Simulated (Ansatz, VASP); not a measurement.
# Ge2H in two plane-wave programs, part 2 of 2

One calculation is typed for both programs; each brings its own data sets. How far apart do they land? The structure shown is frame 67 of Ansatz's trajectory.

VASP 6.6.1 and Ansatz 0.2.0.

So far: The starting structure; Ansatz: dynamics, RPBE.

**3. VASP: single point, RPBE**

Level of this step: RPBE; plane waves and PAW (Ge_d, H) (VASP).

The same cell, functional and mesh now go to VASP, with its own data sets.

Lines of VASP's logs that name or quote its potential files are left out, and so is its time.

INCAR reads:

```
SYSTEM = Ge2H
PREC = Accurate
ENCUT = 410
EDIFF = 1E-06
NELM = 120
ISMEAR = 0
SIGMA = 0.01
LREAL = Auto
ALGO = Normal
GGA = RP
NBANDS = 304
LORBIT = 11
LWAVE = .FALSE.
LCHARG = .FALSE.
ISIF = 2
LASPH = .TRUE.
GGA_COMPAT = .FALSE.
EFERMI = MIDGAP
NCORE = 2
```

POSCAR reads:

```
Ge2H
1.0
   12.0024300000      0.0000000000      0.0000000000
   -6.0012200000     10.3944100000      0.0000000000
    0.0000000000      0.0000000000     19.1433100000
Ge H
36 18
Direct
    0.4496926940      0.8984348318      0.4317330702
    0.6711169962      0.0086873618      0.3947645418
    0.2216339112      0.7811987405      0.6069744469
    0.4405353492      0.8822530572      0.5696193605
    0.4519478088      0.5569820702      0.4303853409
    0.6688190208      0.6592581974      0.3987868347
    0.2172456710      0.4419394655      0.6056214939
    0.4378968633      0.5502091990      0.5595061669
    0.7780334952      0.8852354294      0.4365702692
    0.9969775920      0.0011054018      0.3894206383
    0.5589524768      0.7786396727      0.6043364497
    0.7778129793      0.8937592417      0.5686372942
    0.4461207545      0.2203107247      0.4323076835
    0.6592888647      0.3294944109      0.3992987629
    0.2209723603      0.1119447857      0.6065304276
    0.4452142142      0.2194641158      0.5649127554
    0.7772640452      0.5467650401      0.4380329212
    0.9981832225      0.6613362375      0.3928474229
    0.5528178332      0.4481351034      0.6054909000
    0.7745117793      0.5503919895      0.5661351146
    0.1068266189      0.8847832633      0.4329606531
    0.3336520229      0.0038183985      0.3930720445
    0.8934707424      0.7694135598      0.6082699387
    0.1145562296      0.8876117067      0.5679738770
    0.7829109117      0.2307586482      0.4409268826
    0.9985584725      0.3353148471      0.3950257296
    0.5621491517      0.1120698529      0.6030305104
    0.7846489744      0.2280360309      0.5674985151
    0.1158006693      0.5600510274      0.4338225730
    0.3471787661      0.6793266766      0.3915623787
    0.8839892279      0.4437962328      0.6099676597
    0.0996397106      0.5579729874      0.5601173465
    0.1108380086      0.2220424247      0.4344755426
    0.3223408178      0.3279455015      0.3875662046
    0.8889797839      0.1086641762      0.6087191818
    0.1131025066      0.2191562580      0.5659731781
    0.6756349889      0.0121411412      0.3138067555
    0.2113581873      0.7727615132      0.6845838050
    0.6911807199      0.6684554486      0.3189782749
    0.2155872606      0.4425551811      0.6855919901
    0.9970655537      0.9943527338      0.3121978383
    0.5575718517      0.7635642619      0.6878173106
    0.6867737508      0.3417894811      0.3212192667
    0.2227832931      0.1104343585      0.6865427139
    0.9883415104      0.6558332796      0.3121456007
    0.5566677101      0.4533686857      0.6860621282
    0.3294253115      0.0035499850      0.3129291643
    0.8950505633      0.7625252419      0.6885904266
    0.9916911568      0.3393266188      0.3171186174
    0.5563571159      0.1122334024      0.6829853353
    0.3313220527      0.6681091086      0.3125008162
    0.9063119895      0.4551484885      0.6888359432
    0.3184018958      0.3236835953      0.3077367498
    0.8852571049      0.1094338207      0.6874359763
```

KPOINTS reads:

```
Automatic mesh
0
Gamma
1 1 1
0 0 0
```

Potentials, in the order of the species: Ge_d and H (PBE family, release 64).

Started as:

```bash
mpirun -np 8 vasp_gam
```

Numbers of over 12 decimals in the logs are rounded to 6 here.

Log:

```text
[banner, memory and clock lines left out]
running    8 mpi-ranks, on    1 nodes
[...]
|                                                                             |
|               ----> ADVICE to this user running VASP <----                  |
|                                                                             |
|     You enforced a specific xc type in the INCAR file but a different       |
|     [... a line on the potential file left out ...]
|     I HOPE YOU KNOW WHAT YOU ARE DOING!                                     |
|                                                                             |

 LDA part: xc-table for (Slater+PW92), standard interpolation
 POSCAR, INCAR and KPOINTS ok, starting setup
[...]
entering main loop
       N       E                     dE             d eps       ncg     rms          rms(c)
DAV:   1     0.757740475732E+04    0.75774E+04   -0.23827E+05   728   0.313E+03
DAV:   2     0.161084034351E+04   -0.59666E+04   -0.58228E+04   736   0.807E+02
DAV:   3    -0.193962991865E+01   -0.16128E+04   -0.15518E+04   840   0.251E+02
DAV:   4    -0.197387790753E+03   -0.19545E+03   -0.19213E+03   720   0.972E+01
[...]
DAV:  24    -0.200452927562E+03   -0.60745E-05   -0.36088E-07   400   0.797E-03    0.883E-04
DAV:  25    -0.200452932481E+03   -0.49191E-05   -0.31634E-07   392   0.113E-02    0.469E-04
DAV:  26    -0.200452932663E+03   -0.18145E-06   -0.16157E-07   392   0.451E-03
   1 F= -.20045293E+03 E0= -.20045293E+03  d E =0.000000E+00
```

OUTCAR, selected parts (step 3):

```text
  Total       34.4159118     32.4090267      6.5894285      2.6925358      0.4380918     -2.4814342
  in kB       23.0878666     21.7415506      4.4205090      1.8062839      0.2938933     -1.6646667
  external PRESSURE =      16.4166420 kB  Pullay stress =       0.0000000 kB

 POSITION                                       TOTAL-FORCE (eV/Angst)
 -----------------------------------------------------------------------------------
      0.00570      9.33870      8.26480        -0.045091     -0.205025      1.161418
      8.00290      0.09030      7.55710         0.624124     -0.115927      0.204267
     -2.02800      8.12010     11.61950         0.333539     -0.945742     -0.565682
     -0.00710      9.17050     10.90440         0.305222      0.948908     -1.252844
      2.08190      5.78950      8.23900        -1.365767     -0.859004      0.159158
      4.07110      6.85260      7.63410         0.793054      0.735292     -0.411674
     -0.04470      4.59370     11.59360        -0.620017      0.461418     -0.649487
      1.95390      5.71910     10.71080         0.048439      0.675343      0.055249
      4.02580      9.20150      8.35740        -0.443036      0.394471      0.364558
     11.95952      0.01149      7.45480         0.320693     -0.322884      1.444370
      2.03600      8.09350     11.56900        -0.322460     -1.096888      0.915973
      3.97200      9.29010     10.88560         1.321494     -0.961315     -0.765880
      4.03240      2.29000      8.27580        -1.930453      0.103006      0.861351
      5.93570      3.42490      7.64390         1.407002      0.354724     -0.341802
[...]
-----------------------------------------------------------------------------------
    total drift:                               -0.008660      0.000124      0.000919

  FREE ENERGIE OF THE ION-ELECTRON SYSTEM (eV)
  ---------------------------------------------------
  free  energy   TOTEN  =      -200.4529326626 eV

  energy  without entropy=     -200.4529326626  energy(sigma->0) =     -200.45293266

[... 3 further parts left out ...]
[key lines of the parts left out:]
E-fermi :  -0.6652
```

**4. Differences**

Known differences besides the potentials themselves: fixed occupations in Ansatz, narrow Gaussian smearing in VASP; the cutoff is 420 eV in Ansatz and 410 eV in VASP (PREC = Accurate, projectors in real space); Ansatz makes its cores anew for this functional, VASP keeps those of its PBE data sets. Total energies have different zeros and are not compared.

Forces on 9 of the 54 atoms, those with the largest forces and the largest differences (eV/Å; atoms numbered as in POSCAR):

| atom | Ansatz x, y, z | VASP x, y, z |
| --- | --- | --- |
| Ge4 | 0.306, 0.952, -1.258 | 0.305, 0.949, -1.253 |
| Ge5 | -1.370, -0.864, 0.160 | -1.366, -0.859, 0.159 |
| Ge10 | 0.322, -0.319, 1.499 | 0.321, -0.323, 1.444 |
| Ge12 | 1.331, -0.967, -0.769 | 1.321, -0.961, -0.766 |
| Ge13 | -1.940, 0.106, 0.866 | -1.930, 0.103, 0.861 |
| Ge24 | -0.787, 0.523, -1.236 | -0.785, 0.519, -1.231 |
| Ge34 | 1.314, 0.629, 0.536 | 1.307, 0.627, 0.497 |
| H41 | -0.029, 0.019, -1.285 | -0.031, 0.022, -1.227 |
| H49 | 0.016, -0.086, -1.023 | 0.020, -0.087, -0.970 |

The forces differ by 20 meV/Å r.m.s., which is 3.5 % of the r.m.s. force of 0.550 eV/Å (both taken over all components). With vacuum in the cell, a pressure given here is an average over mostly empty space and none of the material.

**5. Summary of results**

```json
{
  "r.m.s. force difference (single point, RPBE)": "3.5 % of the r.m.s. force"
}
```

In words: The r.m.s. force difference is 3.5 % of the r.m.s. force (single point, RPBE), beyond the 3 % picked in this series as the mark of a large difference. What causes the difference of the single point, RPBE pair stays open here. 2 further runs of this series are not shown here. Such differences can come from data sets, numerical settings and the points named under the comparisons, not from the functional's error against experiment.

[Lines on the potential files, build, host, timing and source positions are cut from VASP's logs without a mark.]

[Logs are printed without paths, hosts, clocks, repeated set-up lines and the standing remarks that a program may print on its own settings, such as how far it seeks lower states.]

[Hosts, paths, dates, database ids (printed as entryN), source tags and the programs' standing remarks are cut or masked in the printed files.]
